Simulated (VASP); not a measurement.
**MnB: structure and properties in VASP**

What structure does MnB take at this level, and what are its properties? The steps: relaxing cell and atoms (PBEsol + U), second relaxation, density, ELF and potential (PBEsol + U), bands along the symmetry lines (PBEsol + U), density of states (PBEsol + U), core-level energies (PBEsol + U), volume scan with PBEsol + U and fit for PBEsol + U. The start is a cell from a database of measured crystal structures.

Method: PBEsol, DFT+U (Mn d 3 eV), spin-polarised from a ferromagnetic start; plane waves and PAW (Mn_pv, B), in VASP 6.6.1.

## 1. Starting point

Before any relaxation, the start is as follows. It takes space group Pnma (No. 62, orthorhombic). The conventional cell has a = 5.563 Å, b = 2.977 Å, c = 4.147 Å, α = 90.00°, β = 90.00°, γ = 90.00°. Nearest to Mn lie 7 B at 2.19 to 2.25 Å. Nearest to B lie 2 B at 1.80 Å and 7 Mn at 2.19 to 2.25 Å. Farther neighbours are not listed.

As a file:

```xyz
8
Lattice="5.5632 0.0000 0.0000 0.0000 2.9769 0.0000 0.0000 0.0000 4.1472" Properties=species:S:1:pos:R:3 pbc="T T T"
Mn    0.9785    0.7442    0.5011
Mn    1.8031    2.2326    2.5747
Mn    3.7600    0.7442    1.5725
Mn    4.5847    2.2326    3.6461
B     0.1897    0.7442    2.5414
B     2.5919    2.2326    0.4678
B     2.9713    0.7442    3.6794
B     5.3735    2.2326    1.6058
```

## 2. Relaxing cell and atoms (PBEsol + U)

Properties are meant for the cell that this level of theory prefers, so cell and atoms are relaxed first (ISIF = 3) until forces and stress are small; EDIFFG sets the threshold. PBEsol restores the gradient expansion of exchange and is tuned for the cells of solids. A Hubbard U penalises fractional filling of the localised shell, which semilocal functionals favour.

The input, INCAR:

```
SYSTEM = MnB
PREC = Accurate
ENCUT = 420
EDIFF = 1E-06
NELM = 100
ISMEAR = 0
SIGMA = 0.05
LREAL = .FALSE.
ALGO = Normal
GGA = PS
NBANDS = 54
ISPIN = 2
MAGMOM = 4 4 4 4 0 0 0 0
LDAU = .TRUE.
LDAUTYPE = 2
LDAUL = 2 -1
LDAUU = 3 0
LDAUJ = 0 0
LDAUPRINT = 1
LASPH = .TRUE.
LMAXMIX = 4
LORBIT = 11
LWAVE = .FALSE.
LCHARG = .FALSE.
KPAR = 4
IBRION = 2
NSW = 60
ISIF = 3
EDIFFG = -0.01
```

The input, POSCAR:

```
MnB
1.0
    5.5631820000      0.0000000000      0.0000000000
    0.0000000000      2.9768500000      0.0000000000
    0.0000000000      0.0000000000      4.1472430000
Mn B
4 4
Direct
    0.1758800000      0.2500000000      0.1208300000
    0.3241200000      0.7500000000      0.6208300000
    0.6758800000      0.2500000000      0.3791700000
    0.8241200000      0.7500000000      0.8791700000
    0.0341000000      0.2500000000      0.6128000000
    0.4659000000      0.7500000000      0.1128000000
    0.5341000000      0.2500000000      0.8872000000
    0.9659000000      0.7500000000      0.3872000000
```

The input, KPOINTS:

```
Automatic mesh
0
Gamma
4 8 6
0 0 0
```

PAW data sets: Mn_pv and B (PBE family, release 64).

Command:

```
mpirun -np 4 vasp_std
```

Log:

```text
[banner, memory and clock lines left out]
running    4 mpi-ranks, on    1 nodes
 distrk:  each k-point on    1 cores,    4 groups
 distr:  one band on    1 cores,    1 groups

 POSCAR found type information on POSCAR MnB
 POSCAR found :  2 types and       8 ions
|                                                                             |
|               ----> ADVICE to this user running VASP <----                  |
|                                                                             |
|     You enforced a specific xc type in the INCAR file but a different       |
|     [... a line on the potential file left out ...]
|     I HOPE YOU KNOW WHAT YOU ARE DOING!                                     |
|                                                                             |

 LDA part: xc-table for (Slater+PW92), standard interpolation
 POSCAR, INCAR and KPOINTS ok, starting setup
 FFT: planning ... GRIDC
 FFT: planning ... GRID_SOFT
 FFT: planning ... GRID
 WAVECAR not read
 entering main loop
       N       E                     dE             d eps       ncg     rms          rms(c)
DAV:   1     0.712961760357E+03    0.71296E+03   -0.28948E+04 13104   0.133E+03
DAV:   2    -0.158745261548E+02   -0.72884E+03   -0.67991E+03 12972   0.421E+02
DAV:   3    -0.701626866338E+02   -0.54288E+02   -0.52411E+02 14024   0.127E+02
DAV:   4    -0.711824072416E+02   -0.10197E+01   -0.10141E+01 14724   0.175E+01
DAV:   5    -0.711925561397E+02   -0.10149E-01   -0.10148E-01 14094   0.182E+00    0.454E+01
DAV:   6    -0.630247282653E+02    0.81678E+01   -0.59460E+01 15022   0.736E+01    0.293E+01
DAV:   7    -0.595050946126E+02    0.35196E+01   -0.20378E+01 14486   0.397E+01    0.116E+01
DAV:   8    -0.595800753783E+02   -0.74981E-01   -0.78850E-01 14184   0.364E+00    0.519E+00
DAV:   9    -0.595490964865E+02    0.30979E-01   -0.10802E-01 14528   0.259E+00    0.176E+00
DAV:  10    -0.595554538637E+02   -0.63574E-02   -0.52208E-02 14332   0.162E+00    0.718E-01
DAV:  11    -0.595569767699E+02   -0.15229E-02   -0.25084E-03 14586   0.339E-01    0.210E-01
DAV:  12    -0.595571130224E+02   -0.13625E-03   -0.30982E-04 14310   0.111E-01    0.102E-01
DAV:  13    -0.595571189367E+02   -0.59143E-05   -0.51203E-05 15334   0.449E-02    0.400E-02
DAV:  14    -0.595571235862E+02   -0.46495E-05   -0.14451E-05 13974   0.252E-02    0.904E-03
DAV:  15    -0.595571249972E+02   -0.14110E-05   -0.25712E-06 11144   0.871E-03    0.541E-03
DAV:  16    -0.595571255061E+02   -0.50892E-06   -0.40547E-07  7044   0.344E-03
   1 F= -.59557126E+02 E0= -.59554647E+02  d E =-.595571E+02  mag=     9.9113
 curvature:   0.00 expect dE= 0.000E+00 dE for cont linesearch  0.000E+00
 trial: gam= 0.00000 g(F)=  0.797E-02 g(S)=  0.301E-01 ort = 0.000E+00 (trialstep = 0.100E+01)
 search vector abs. value=  0.381E-01
 bond charge predicted
       N       E                     dE             d eps       ncg     rms          rms(c)
DAV:   1    -0.596418598701E+02   -0.84735E-01   -0.31707E+00 14332   0.146E+01    0.240E+00
DAV:   2    -0.596040286731E+02    0.37831E-01   -0.35503E-01 13870   0.491E+00    0.149E+00
DAV:   3    -0.595882762182E+02    0.15752E-01   -0.31185E-02 14096   0.158E+00    0.907E-01
DAV:   4    -0.595817600472E+02    0.65162E-02   -0.13424E-02 15196   0.742E-01    0.415E-01
DAV:   5    -0.595824463127E+02   -0.68627E-03   -0.25570E-03 14172   0.298E-01    0.256E-01
DAV:   6    -0.595829783706E+02   -0.53206E-03   -0.74787E-04 14490   0.181E-01    0.192E-01
DAV:   7    -0.595832214417E+02   -0.24307E-03   -0.53363E-04 16286   0.110E-01    0.104E-01
DAV:   8    -0.595832771062E+02   -0.55664E-04   -0.22937E-04 14146   0.764E-02    0.373E-02
DAV:   9    -0.595832871692E+02   -0.10063E-04   -0.44649E-05 13564   0.505E-02    0.114E-02
DAV:  10    -0.595832902074E+02   -0.30382E-05   -0.41478E-06 10694   0.151E-02    0.532E-03
DAV:  11    -0.595832910209E+02   -0.81354E-06   -0.15092E-06  7116   0.654E-03
   2 F= -.59583291E+02 E0= -.59581103E+02  d E =-.261655E-01  mag=    10.1865
[... from here on, the cycles between the ionic steps are left out ...]
   3 F= -.59585799E+02 E0= -.59583792E+02  d E =-.286739E-01  mag=    10.2299
   4 F= -.59597809E+02 E0= -.59595206E+02  d E =-.120096E-01  mag=    10.6013
   5 F= -.59598027E+02 E0= -.59595280E+02  d E =-.122271E-01  mag=    10.6886
   6 F= -.59606218E+02 E0= -.59602922E+02  d E =-.819106E-02  mag=    10.9866
   7 F= -.59609744E+02 E0= -.59607312E+02  d E =-.117178E-01  mag=    11.5400
   8 F= -.59614419E+02 E0= -.59612176E+02  d E =-.163930E-01  mag=    11.3530
   9 F= -.59618648E+02 E0= -.59616569E+02  d E =-.422891E-02  mag=    11.4617
  10 F= -.59621871E+02 E0= -.59619679E+02  d E =-.745103E-02  mag=    11.6946
  11 F= -.59625301E+02 E0= -.59623155E+02  d E =-.343012E-02  mag=    11.7156
  12 F= -.59628110E+02 E0= -.59625925E+02  d E =-.623940E-02  mag=    11.7637
  13 F= -.59628110E+02 E0= -.59625927E+02  d E =-.623973E-02  mag=    11.7620
  14 F= -.59628343E+02 E0= -.59626159E+02  d E =-.233091E-03  mag=    11.7594
  15 F= -.59628535E+02 E0= -.59626353E+02  d E =-.424268E-03  mag=    11.7534
 curvature:  -0.84 expect dE=-0.850E-04 dE for cont linesearch -0.555E-07
 trial: gam= 0.20150 g(F)=  0.363E-04 g(S)=  0.645E-04 ort =-0.604E-05 (trialstep = 0.741E+00)
 search vector abs. value=  0.121E-03
 bond charge predicted
       N       E                     dE             d eps       ncg     rms          rms(c)
DAV:   1    -0.596286406380E+02   -0.10603E-03   -0.63773E-03 16820   0.129E+00    0.140E-01
DAV:   2    -0.596286187945E+02    0.21844E-04   -0.18244E-03 14760   0.363E-01    0.903E-02
DAV:   3    -0.596285963878E+02    0.22407E-04   -0.16247E-04 13876   0.114E-01    0.418E-02
DAV:   4    -0.596285903343E+02    0.60535E-05   -0.13474E-05 14382   0.206E-02    0.177E-02
DAV:   5    -0.596285872666E+02    0.30678E-05   -0.67395E-06 14186   0.234E-02    0.872E-03
DAV:   6    -0.596285872701E+02   -0.35452E-08   -0.16744E-06  8738   0.120E-02
  16 F= -.59628587E+02 E0= -.59626397E+02  d E =-.527575E-04  mag=    11.7568
 trial-energy change:   -0.000053  1 .order   -0.000050   -0.000074   -0.000027
 step:   1.1702(harm=  1.1702)  dis= 0.00094  next Energy=   -59.628593 (dE=-0.582E-04)
 reached required accuracy - stopping structural energy minimisation
```

The job ended after 4.7 min (4 MPI ranks of Intel Xeon 6975P-C (Granite Rapids), shared host; peak memory 1.3 GiB; 19 min of CPU time).

The logs omit lines about the potential files and the build; timing stands in the text.

(Part 1 of 10 ends here.)

[Lines on the potential files, build, host, timing and source positions are cut from VASP's logs without a mark.]

[Logs are printed without paths, hosts, clocks, repeated set-up lines and the standing remarks that a program may print on its own settings, such as how far it seeks lower states.]

[Hosts, paths, dates, database ids (printed as entryN), source tags and the programs' standing remarks are cut or masked in the printed files.]

[A measured line is paired with the nearest computed mode of its activity, which favours agreement.]
